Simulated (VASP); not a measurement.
Given:

```cif
data_O8Zr4
_chemical_formula_sum 'Zr4 O8'
_space_group_name_H-M_alt 'Fm-3m'
_space_group_IT_number 225
_space_group_name_Hall '-F 4 2 3'
_cell_length_a 5.09829
_cell_length_b 5.09829
_cell_length_c 5.09829
_cell_angle_alpha 90.000
_cell_angle_beta 90.000
_cell_angle_gamma 90.000
loop_
_atom_site_label
_atom_site_type_symbol
_atom_site_symmetry_multiplicity
_atom_site_Wyckoff_symbol
_atom_site_fract_x
_atom_site_fract_y
_atom_site_fract_z
_atom_site_occupancy
Zr1 Zr 4 a 0.00000 0.00000 0.00000 1
O1 O 8 c 0.25000 0.25000 0.25000 1
```
(The calculation used a cell of 3 atoms; values per cell refer to that cell.)

The numbers are results of rev-vdW-DF2, VASP's PBE PAW potentials (set 64) (plane waves; VASP), not measurements. Settings: 520 eV cut-off, 8×8×8 Γ-centred mesh, Gaussian smearing of 0.050 eV, potentials Zr_sv O.

Give the energy at these volumes per atom, relative to the lowest: 10.37, 10.70, 11.03, 11.36, 11.69 Å³.

34.9, 8.5, 0.0, 6.8, 26.6 meV/atom. A third-order Birch-Murnaghan fit gives B0 = 245 GPa and B0′ = 4.2.

Measured: a 5.090 Å at 0 K (computed value off by +0.2 %), as given by Xinyuan Zhao et al., Physical review. B, Condensed matter (2002), arXiv:cond-mat/0108491 [extrapolated to 0 K from high-temperature diffraction of the cubic phase (5.27 Å at 2410 °C), as arXiv:1708.09424 says of the same reference; zero-point expansion not removed].

The compound is ZrO2 in the fluorite structure, the high-temperature cubic form, which is unstable at 0 K; the monoclinic form is the stable one. It was relaxed first.
